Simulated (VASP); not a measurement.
Shape and ions are relaxed at each volume.

Given:

MgH2 has the tetragonal space group P4₂/mnm (No. 136), the rutile structure, Pearson symbol tP6. Lattice parameters: a = 4.4303 Å, b = 4.4303 Å, c = 2.9839 Å, α = 90.00°, β = 90.00°, γ = 90.00°. Mg on 2a sees 6 H at 1.905–1.932 Å (octahedral). H on 4f sees 3 Mg at 1.905–1.932 Å (trigonal planar). (Neighbours: up to the widest gap in distance over summed covalent radii, below 1.35, at either atom; cation-cation and far metal-metal contacts left out.)

Level of theory: PBE GGA with D3 dispersion (Becke-Johnson damping), VASP's PBE PAW potentials (set 64) (plane waves; VASP). Numerical set-up: 520 eV cut-off, 5×5×7 Γ-centred mesh, Gaussian smearing of 0.050 eV, potentials Mg H.

Give the energy at these volumes per atom, relative to the lowest: 9.16, 9.45, 9.75, 10.04, 10.33 Å³.

6.7, 1.7, 0.0, 1.2, 5.0 meV/atom. A third-order Birch-Murnaghan fit gives B0 = 52.8 GPa and B0′ = 3.4.

The compound is MgH2 in the rutile structure. It was relaxed first, which changed the volume by -5 %.
